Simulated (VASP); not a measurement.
System: FePb, 2 atoms in the cell.

All numbers below come from PBE with spin–orbit coupling, plane waves, standard recommended PAW potentials in VASP.

Cutoff 680 eV; orbitals from an earlier step on the same cell; potentials Fe_pv Pb_d; PREC = Accurate; k-mesh 8×8×6 Γ-centred; Fermi–Dirac smearing of 0.1 eV; starting moments Fe1 3 μB along [1, 0, 0].

```
Fe Pb
1.0
     3.20000    0.00000    0.00000
     0.00000    3.20000    0.00000
     0.00000    0.00000    4.10000
Fe Pb
1 1
Direct
  0.00000 0.00000 0.00000
  0.50000 0.50000 0.50000
```

Q: Is the cell under compression or tension, and by how much?

A: The pressure is -2.44 GPa, so at these settings the cell is stretched and would shrink.

VASP prints the stress at a fixed plane-wave basis, so it holds the Pulay stress of this cutoff.

The cell is a model and need not be the structure known for this compound. The k-mesh is modest, so these values aren't fully converged in k. One magnetic order was tried; another may lie lower.
